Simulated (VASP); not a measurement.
Data:

```xyz
4
Lattice="3.9800 0.0000 0.0000 0.0000 3.9800 0.0000 0.0000 0.0000 5.0200" Properties=species:S:1:pos:R:3 pbc="T T T"
Pb     1.9900     0.0000     3.8403
Pb     0.0000     1.9900     1.1797
O      1.9900     1.9900     0.0000
O      0.0000     0.0000     0.0000
```

Calculation: PBE GGA, VASP's PBE PAW potentials (set 64) (plane waves; VASP). Numerical set-up: 520 eV cut-off, 4×4×4 Γ-centred mesh, Gaussian smearing of 0.050 eV, potentials Pb_d O.

Unless said otherwise, spin-orbit coupling is left out, though it shifts the bands of the heavy elements here.

Problem. Predict the energy per atom (σ→0), pressure, largest force, band gap (on the k-mesh) with the smallest direct gap where there is one.

Solution. 
```json
{
  "band gap (on the k-mesh)": "1.27 eV",
  "smallest direct gap (on the k-mesh)": "2.32 eV",
  "energy per atom (σ→0)": "-5.353 eV/atom",
  "pressure": "4.75 GPa",
  "largest_force": "0.473 eV/Å"
}
```

The absolute energy has meaning only against runs of the same code, potentials and settings.

The compound is PbO in the litharge structure. The cell was not relaxed at this level.
